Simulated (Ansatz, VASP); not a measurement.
## Cross-check of GaPt2F between VASP and Ansatz

Aim: how closely do two programs agree when they are given the same cell, functional and k mesh? The cell is invented: other elements were put on sites of a known structure type. It may not be a known or stable phase. The cell is taken from a series of runs on this material, whose earlier steps may have relaxed or scaled it; both programs get it as it stands.

Program: Ansatz 0.2.0. Level of theory: plane waves, with VASP 6.6.1 beside it; single point at PBE. Results are calculated unless marked as measured.

### Step 1. Set-up

The structure is trigonal, space group R3m (No. 160). The conventional cell has a = 2.903 Å, b = 2.903 Å, c = 23.444 Å, α = 90.00°, β = 90.00°, γ = 120.00°. Nearest to Ga lie 6 Pt at 2.53 to 2.54 Å. Nearest to Pt lie 3 Ga at 2.53 Å and 3 F at 2.59 Å. Nearest to Pt lie 3 Ga at 2.54 Å. Nearest to F lie 6 Pt at 2.59 to 2.63 Å. Farther neighbours and most contacts between anions are not listed.

### Step 2. VASP: single point, PBE

With cell and atoms fixed, the geometry can't cause a difference; cores, projectors, grids and the points listed under the comparison can.

Lines of VASP's logs that name or quote its potential files are left out, and so is its time.

Contents of INCAR:

```
SYSTEM = GaPt2F
PREC = Accurate
ENCUT = 520
EDIFF = 1E-06
NELM = 100
ISMEAR = -1
SIGMA = 0.05
LREAL = .FALSE.
ALGO = Normal
GGA = PE
NBANDS = 26
LASPH = .TRUE.
LORBIT = 11
LWAVE = .FALSE.
LCHARG = .FALSE.
KPAR = 2
ISIF = 2
```

Contents of POSCAR:

```
GaPt2F
1.0
    1.4516498437      0.8381104294      7.8145274390
   -1.4516498437      0.8381104294      7.8145274390
    0.0000000000     -1.6762208587      7.8145274390
Ga Pt F
1 2 1
Direct
    0.0005163711      0.0005163711      0.0005163711
    0.4148312019      0.4148312019      0.4148312019
    0.5856004394      0.5856004394      0.5856004394
    0.8323519975      0.8323519975      0.8323519975
```

Contents of KPOINTS:

```
Automatic mesh
0
Gamma
8 8 8
0 0 0
```

Potentials, in the order of the species: Ga_d, Pt and F (PBE family, release 64).

On the command line:

```
$ mpirun -np 2 vasp_std
```

Numbers of over 12 decimals in the logs are rounded to 6 here.

The log of the run:

```text
[banner, memory and clock lines left out]
running    2 mpi-ranks, on    1 nodes
 distrk:  each k-point on    1 cores,    2 groups
 distr:  one band on    1 cores,    1 groups

 POSCAR found type information on POSCAR GaPtF
 POSCAR found :  3 types and       4 ions
 LDA part: xc-table for (Slater+PW92), standard interpolation
 POSCAR, INCAR and KPOINTS ok, starting setup
 FFT: planning ... GRIDC
 FFT: planning ... GRID_SOFT
 FFT: planning ... GRID
 WAVECAR not read
 entering main loop
       N       E                     dE             d eps       ncg     rms          rms(c)
DAV:   1     0.341693664892E+03    0.34169E+03   -0.20656E+04  3806   0.229E+03
DAV:   2     0.123182741250E+02   -0.32938E+03   -0.31507E+03  3800   0.506E+02
DAV:   3    -0.205014866262E+02   -0.32820E+02   -0.32104E+02  3806   0.130E+02
DAV:   4    -0.214154634983E+02   -0.91398E+00   -0.90991E+00  3914   0.225E+01
DAV:   5    -0.214333411688E+02   -0.17878E-01   -0.17870E-01  4096   0.300E+00    0.139E+01
DAV:   6    -0.193733808640E+02    0.20600E+01   -0.10015E+01  3586   0.249E+01    0.837E+00
DAV:   7    -0.191577910135E+02    0.21559E+00   -0.15601E+00  3828   0.126E+01    0.422E+00
DAV:   8    -0.191197191014E+02    0.38072E-01   -0.43221E-01  4174   0.544E+00    0.164E+00
DAV:   9    -0.191059093349E+02    0.13810E-01   -0.26387E-01  3754   0.304E+00    0.958E-01
DAV:  10    -0.191013094605E+02    0.45999E-02   -0.22173E-02  4058   0.123E+00    0.313E-01
DAV:  11    -0.191006185531E+02    0.69091E-03   -0.60039E-03  4162   0.801E-01    0.116E-01
DAV:  12    -0.191004324643E+02    0.18609E-03   -0.87865E-04  3926   0.279E-01    0.293E-02
DAV:  13    -0.191004366578E+02   -0.41935E-05   -0.11307E-04  3660   0.747E-02    0.116E-02
DAV:  14    -0.191004385555E+02   -0.18976E-05   -0.21539E-05  3802   0.402E-02    0.116E-02
DAV:  15    -0.191004371066E+02    0.14489E-05   -0.32508E-06  3162   0.163E-02    0.505E-03
DAV:  16    -0.191004368429E+02    0.26367E-06   -0.39689E-06  3406   0.142E-02
   1 F= -.19100437E+02 E0= -.19092677E+02  d E =-.155198E-01
```

OUTCAR, selected parts (step 2):

```text
ion  position               nearest neighbor table
   1  0.001  0.001  0.001-   2 2.53   2 2.53   2 2.53   3 2.54   3 2.54   3 2.54
   2  0.415  0.415  0.415-   1 2.53   1 2.53   1 2.53   4 2.59   4 2.59   4 2.59
   3  0.586  0.586  0.586-   1 2.54   1 2.54   1 2.54   4 2.63   4 2.63   4 2.63
   4  0.832  0.832  0.832-   2 2.59   2 2.59   2 2.59   3 2.63   3 2.63   3 2.63

  LATTYP: Found a trigonal (rhomboedric) cell.
 ALAT       =     7.9922809920
 COS(alpha) =     0.9340200091

 Subroutine GETGRP returns: Found  6 space group operations
 (whereof  6 operations were pure point group operations)

The static configuration has the point symmetry C_3v.

 Found     65 irreducible k-points:

   k-points           NKPTS =     65   k-points in BZ     NKDIM =     65   number of bands    NBANDS=     26

   dimension x,y,z NGX =    60 NGY =   60 NGZ =   60
   dimension x,y,z NGXF=   120 NGYF=  120 NGZF=  120

   ENCUT  =  520.0 eV  38.22 Ry    6.18 a.u.  14.86 14.86 14.86*2*pi/ulx,y,z

   NELECT =      40.0000    total number of electrons

 k-points in reciprocal lattice and weights: Automatic mesh
   0.00000000  0.00000000  0.00000000       0.002
   0.12500000  0.00000000  0.00000000       0.012
   0.25000000  0.00000000  0.00000000       0.012
   0.37500000  0.00000000  0.00000000       0.012
   0.50000000  0.00000000  0.00000000       0.006
   0.12500000  0.12500000  0.00000000       0.012
   0.25000000  0.12500000  0.00000000       0.023
   0.37500000  0.12500000  0.00000000       0.023
   0.50000000  0.12500000  0.00000000       0.023
[...]
-0.37500000  0.50000000  0.37500000       0.012
   0.50000000  0.50000000  0.50000000       0.002

 average (electrostatic) potential at core
       1 -62.9946       2 -66.3464       3 -66.3347       4 -70.9649

 E-fermi :   7.3787

 k-point     1 :       0.0000    0.0000    0.0000
  band No.  band energies     occupation
    ...
     17       5.2289      2.00000
     18       6.0759      2.00000
     19       6.0759      2.00000
     20       6.2753      2.00000
     21       6.2753      2.00000
     22       7.7723      0.00076
     23      12.7802      0.00000
     24      17.5771      0.00000
     25      19.3654      0.00000
     26      19.3654      0.00000

 k-point     2 :       0.1250    0.0000    0.0000
  band No.  band energies     occupation
    ...
     17       5.2241      2.00000
     18       5.6639      2.00000
     19       5.9362      2.00000
     20       6.3221      2.00000
     21       6.3789      2.00000
     22       8.6208      0.00000
     23      13.1332      0.00000
     24      16.6570      0.00000
     25      17.9685      0.00000
     26      18.3395      0.00000

 k-point     3 :       0.2500    0.0000    0.0000
  band No.  band energies     occupation
    ...
     17       5.4381      2.00000
     18       5.7186      2.00000
     19       5.8109      2.00000
     20       6.4051      2.00000
     21       6.7547      1.99999
     22       9.8129      0.00000
     23      12.7601      0.00000
     24      14.3510      0.00000
     25      16.7541      0.00000
     26      18.8155      0.00000

  Total        0.4308174      0.4308174     -0.0908453      0.0000000     -0.0000000      0.0000000
  in kB       12.1000382     12.1000382     -2.5515021      0.0000000     -0.0000000      0.0000000
  external PRESSURE =       7.2161914 kB  Pullay stress =       0.0000000 kB

  energy-cutoff  :      520.00
  volume of cell :       57.04
      direct lattice vectors                 reciprocal lattice vectors
     1.451649844  0.838110429  7.814527439     0.344435679  0.198860032  0.042655597
    -1.451649844  0.838110429  7.814527439    -0.344435679  0.198860032  0.042655597
     0.000000000 -1.676220859  7.814527439     0.000000000 -0.397720064  0.042655597

 POSITION                                       TOTAL-FORCE (eV/Angst)
 -----------------------------------------------------------------------------------
      0.00000      0.00000      0.01211         0.000000     -0.000000     -0.051477
      0.00000      0.00000      9.72513         0.000000      0.000000      0.047005
      0.00000      0.00000     13.72857         0.000000      0.000000      0.034191
      0.00000      0.00000     19.51331         0.000000     -0.000000     -0.029719
 -----------------------------------------------------------------------------------
    total drift:                               -0.000000     -0.000000      0.000483

  FREE ENERGIE OF THE ION-ELECTRON SYSTEM (eV)
  ---------------------------------------------------
  free  energy   TOTEN  =       -19.1004368429 eV

  energy  without entropy=      -19.0849170194  energy(sigma->0) =      -19.09267693

 total charge
# of ion       s       p       d       tot
------------------------------------------
    1        0.834   0.821  10.092  11.747
    2        0.586   0.432   8.127   9.145
    3        0.590   0.427   8.118   9.134
    4        1.752   4.251   0.000   6.003
--------------------------------------------------
tot          3.761   5.931  26.337  36.029

[... 3 further parts left out ...]
```

The run ends at a pressure of 0.72 GPa, with forces up to 0.051 eV/Å.

### Step 3. Ansatz: single point, PBE

Ansatz runs on its default PAW (the set named soft_2) files.

The same cell, functional, mesh and smearing now go to Ansatz, which takes its cutoff from its data sets.

Contents of input.yaml:

```yaml
crystal:
  lattice:
    - [1.4516498437, 0.8381104294, 7.814527439]
    - [-1.4516498437, 0.8381104294, 7.814527439]
    - [0.0, -1.6762208587, 7.814527439]
  atoms:
    - { symbol: Ga, position: [0.0005163711, 0.0005163711, 0.0005163711] }
    - { symbol: Pt, position: [0.4148312019, 0.4148312019, 0.4148312019] }
    - { symbol: Pt, position: [0.5856004394, 0.5856004394, 0.5856004394] }
    - { symbol: F, position: [0.8323519975, 0.8323519975, 0.8323519975] }
hamiltonian:
  xc: pbe
  pseudopotentials: { kind: paw }
kpoints:
  mp_grid: { grid: [8, 8, 8] }
scf:
  occupations: { method: fermi_dirac, width: 0.05 }
  n_extra_bands: 5
output:
  forces: true
  stress: true
  eigenvalues: true
  write_density: true
  write_potential: true
  elf: true
  volumetric_format: npy
```

On the command line:

```
$ ansatz run input.yaml --threads 2 --pin off --max-ram 4608MiB --backend cpu --events-out ev --progress --plain --runs-dir out
```

The log of the run:

```text
basis.fft_grid_basis auto: the FFT boxes are laid along the combinations [[1, -1, 0], [0, 1, 0], [0, -1, 1]] of the cell's own vectors, 2.903, 7.992 and 2.903 Å long. The dense box has 20×54×20 points. Along the cell's own vectors, as sized, it would have 54×54×54, 7.29 times as many. Of the 6 symmetry operations that the crystal satisfies within crystal.symmetry.tolerance (time reversal apart; of a slab, those that  [...]
scf.n_extra_bands = 5 over 28 filled bands (N_el = 56.0): the run solves 33 bands
Engine: ansatz 0.2.0, aarch64-unknown-linux-gnu
Pseudopotentials: kind: paw
Pseudopotential: Ga, paw, valence charge 13, recommended cutoff 420 eV (normal), Ga.paw.azcp
Pseudopotential: Pt, paw, valence charge 18, recommended cutoff 420 eV (normal), Pt.paw.azcp
Pseudopotential: F, paw, valence charge 7, recommended cutoff 420 eV (normal), F.paw.azcp
Functional definition: PBE
  parameter kappa = 0.804
  parameter beta = 0.066725
  exchange = pbe_x(kappa = kappa, mu = beta*pi^2/3)
  correlation = pbe_c(beta = beta)
Crystal: 4 atoms, lattice volume = 57.045 Å³
Basis set: ecut = 420 eV, 1119 PW (Γ), FFT grids on a1−a2, a2, −a2+a3, exchange–correlation on 40×108×40 points (8 copies of the dense FFT grid, shifted against one another)
Bands: 33, of which v1, the nominal top of the filled ones, is band 28 counted from 1 (27 counted from 0)
Symmetry: 6 space group operations
Space group: R3m (ITA 160), of the structure as read, at distance tolerance 3.8e-5 Å
k-points: 65 of 512 (time reversal used)
Non-local potential: Ga, projectors of the file, l = 0: 2, l = 1: 2, l = 2: 3, l = 3: 1
Non-local potential: Pt, projectors of the file, l = 0: 3, l = 1: 2, l = 2: 2, l = 3: 1
Non-local potential: F, projectors of the file, l = 0: 2, l = 1: 2, l = 2: 1
PAW form: soft (Blöchl's): semilocal exchange-correlation on the pseudo side does not see the compensation charge
PAW one-centre angular grid: Ga, 590 points (default); XC on 64 Gauss nodes
PAW one-centre angular grid: Pt, 590 points (default); XC on 64 Gauss nodes
PAW one-centre angular grid: F, 110 points (default); XC on 64 Gauss nodes
Initial density: superposition of atomic densities (neutral atoms: chi_scale 0, normalization atom), corrected by the library's trained network
Initial wavefunctions: pseudopotential atomic-orbital guess
Functional: x = pbe(κ = 0.804, μ = 0.219515), c = pbe(β = 0.066725)
SCF iter   1: F=—  HF=-29636.815444 eV  |F-HF|=—  |Δ(HF+E_count)|=         —  Δρ=6.43e-3  dr2=2.62e-2  ethr=1.77e-3  ⟨swp⟩=6.3  Hψ=8117  notcnv=0
preconditioner: auto → LDOS  [metal: Δε(μ)=0.020 eV  Ē_g=11.686 eV  σ=0.050 eV  W_gap=0.10  n_scr=24 (ndim 8)  ℏωp=31.1 eV  f_vac=0.012  D(μ)=2.12/eV (n_scr^D=18)  β→1.0]
SCF iter   2: F=—  HF=-29636.814953 eV  |F-HF|=—  |Δ(HF+E_count)|=   4.90e-4  Δρ=2.42e-3  dr2=3.05e-3  ethr=4.67e-5  ⟨swp⟩=2.0  Hψ=4038  notcnv=0  defer=13
SCF iter   3: F=—  HF=-29636.814543 eV  |F-HF|=—  |Δ(HF+E_count)|=   4.10e-4  Δρ=1.14e-3  dr2=9.49e-4  ethr=5.44e-6  ⟨swp⟩=2.0  Hψ=3914  notcnv=0  defer=13
SCF iter   4: F=—  HF=-29636.814161 eV  |F-HF|=—  |Δ(HF+E_count)|=   3.82e-4  Δρ=3.16e-4  dr2=8.20e-5  ethr=1.69e-6  ⟨swp⟩=2.0  Hψ=3341  notcnv=0  defer=13
SCF iter   5: F=—  HF=-29636.814148 eV  |F-HF|=—  |Δ(HF+E_count)|=   1.37e-5  Δρ=7.82e-5  dr2=3.12e-6  ethr=1.46e-7  ⟨swp⟩=2.0  Hψ=2853  notcnv=0  defer=13
SCF iter   6: F=—  HF=-29636.814147 eV  |F-HF|=—  |Δ(HF+E_count)|=   2.89e-7  Δρ=2.06e-5  dr2=2.78e-7  ethr=5.56e-9  ⟨swp⟩=2.0  Hψ=3342  notcnv=0  defer=13
SCF iter   7: F=-29636.814147 eV  HF=-29636.814147 eV  |F-HF|=4.27e-8  |Δ(HF+E_count)|=   5.64e-9  Δρ=7.16e-6  dr2=5.52e-8  ethr=1.79e-10  ⟨swp⟩=10.4  Hψ=15508  notcnv=0
SCF 1 converged in 7 iterations: F = -29636.814147 eV  dr2 = 5.52e-8
  greatest PAW one-centre occupation: 1.000 electrons in one spin orbital (limit 2), on the Pt atom at site 2 (counted from 0), in its partial waves of l = 0
SCF converged after 7 iterations
Free energy (F): -29636.814147 eV
Harris-Foulkes:  -29636.814147 eV  (|F-HF|=4.27e-8)
Internal energy: -29636.798628 eV  (E = F + TS)
E sigma→0 (E₀):  -29636.806388 eV
Entropy (-TS):   -0.015519 eV (-3.880 meV/atom)
Fermi energy:    15.631396 eV
--- Per-component energies (eV) ---
  E_band       = -430.356437
  E_kinetic    = 1597.405301
  E_local      = -5880.488477  (includes V_loc(G=0)·N_el)
  E_nonlocal   = 901.531791
  E_hartree    = 2386.726566
  E_xc         = -671.250242
  E_vxc        = -764.422045  (∫ρ·V_xc dr)
  E_paw        = -21099.513190  (= ΣΔE_a)
  E_vpaw       = -1057.840724  (= ΣTr[D̂ρ^β])
  E_aug_tail   = 0.002348  (compensation charges beyond the density's cutoff)
  E_ewald      = -6871.212725
  E_smearing   = -0.015519  (= −TS)
  E_closure    = -0.000000  (closes the sum)
  Σ components = -29636.814147   (vs F -29636.814147, Δ=0.00e0)
--- Forces (eV/Å), atoms counted from 1 ---
  atom   1  Ga    -0.00000000    -0.00000000    -0.04952787
  atom   2  Pt     0.00000000     0.00000000     0.00476252
  atom   3  Pt     0.00000000     0.00000000     0.07459246
  atom   4  F      0.00000000    -0.00000000    -0.02998474
  max |Σ_I F_I| component: 1.58e-4 eV/Å
--- Stress (GPa, compression-positive) ---
        1.290688       0.000000      -0.000000
        0.000000       1.290688      -0.000000
       -0.000000      -0.000000      -0.243492
  P = ⅓ Tr σ = 0.7793 GPa (7.793 kbar)
--- Band table (eV; the first three rows and the last of 65) ---
  k-point 0: bands = [... 24 lower, 13.4623, 14.3286, 14.3286, 14.5208, 14.5208, 16.0133, 21.0143, 25.8147, ... 1 higher]
  k-point 1: bands = [... 24 lower, 13.4632, 13.9106, 14.1880, 14.5675, 14.6304, 16.8626, 21.3684, 24.9051, ... 1 higher]
  k-point 2: bands = [... 24 lower, 13.6869, 13.9684, 14.0609, 14.6496, 15.0048, 18.0553, 21.0131, 22.5902, ... 1 higher]
  k-point 64: bands = [... 24 lower, 13.4462, 14.2595, 14.2595, 14.5758, 14.5758, 18.1094, 18.6746, 27.6306, ... 1 higher]
```

The run ends at a pressure of 0.78 GPa, with forces up to 0.075 eV/Å.

### Step 4. Comparison

Known differences besides the PAW data sets themselves: the data sets hold 56 valence electrons in Ansatz (default PAW (the set named soft_2) files) and 40 in VASP; the cutoff is 420 eV in Ansatz and 520 eV in VASP. Total energies have different zeros and are not compared.

Compared:

```
      quantity  Ansatz  VASP  difference
pressure (GPa)    0.78  0.72       +0.06
```

Forces (eV/Å; atoms numbered as in POSCAR):

```
atom        Ansatz x, y, z          VASP x, y, z
 Ga1  0.000, 0.000, -0.050  0.000, 0.000, -0.051
 Pt2   0.000, 0.000, 0.005   0.000, 0.000, 0.047
 Pt3   0.000, 0.000, 0.075   0.000, 0.000, 0.034
  F4  0.000, 0.000, -0.030  0.000, 0.000, -0.030
```

The forces differ by 17 meV/Å r.m.s., which is 70.3 % of the r.m.s. force of 0.02 eV/Å (both taken over all components). Ansatz's pressure holds a Pulay correction of 0.28 GPa; VASP's holds none.

### Step 5. What moves the difference

The difference is large enough to ask for its cause, so further runs change the set-up of one program at a time, as the table lists.

```
                                                                      run  r.m.s. force difference (meV/Å)
                                                                 as above                               17
VASP with the data sets Ga_d_GW, Pt_sv_GW and F_GW and a cutoff of 790 eV                               12
```

### Step 6. Summary of results

```
r.m.s. force difference (single point, PBE) : 17 meV/Å
```

The r.m.s. force difference is 17 meV/Å (single point, PBE), beyond the 12 meV/Å picked in this series as the mark of a large difference. For single point, PBE: VASP with the data sets Ga_d_GW, Pt_sv_GW and F_GW and a cutoff of 790 eV cuts the r.m.s. force difference from 17 to 12 meV/Å; whether that points to the cause isn't shown. Differences of this kind measure data sets and numerical settings, not the functional's error against experiment.

[Lines on the potential files, build, host, timing and source positions are cut from VASP's logs without a mark.]

[Logs are printed without paths, hosts, clocks, repeated set-up lines and the standing remarks that a program may print on its own settings, such as how far it seeks lower states.]

[Hosts, paths, dates, database ids (printed as entryN), source tags and the programs' standing remarks are cut or masked in the printed files.]
